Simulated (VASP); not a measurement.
Consider the following.

```
CdF2
1.0
    0.00000     2.65774     2.65774
    2.65774     0.00000     2.65774
    2.65774     2.65774     0.00000
Cd F
1 2
Direct
  0.00000   0.00000   0.00000
  0.25000   0.25000   0.25000
  0.75000   0.75000   0.75000
```

These are LDA (Ceperley-Alder, Perdew-Zunger), VASP's LDA PAW potentials (set 64) (plane waves; VASP) values and carry that method's errors. Numerical set-up: 520 eV cut-off, 9×9×9 Γ-centred mesh, Gaussian smearing of 0.010 eV, potentials Cd F.

**Question.** Estimate the energy per atom (σ→0).

**Answer.** 
| Property | Value |
|---|---|
| energy per atom (σ→0) | -4.246 eV/atom |

The compound is CdF2 in the fluorite structure. It was relaxed first.
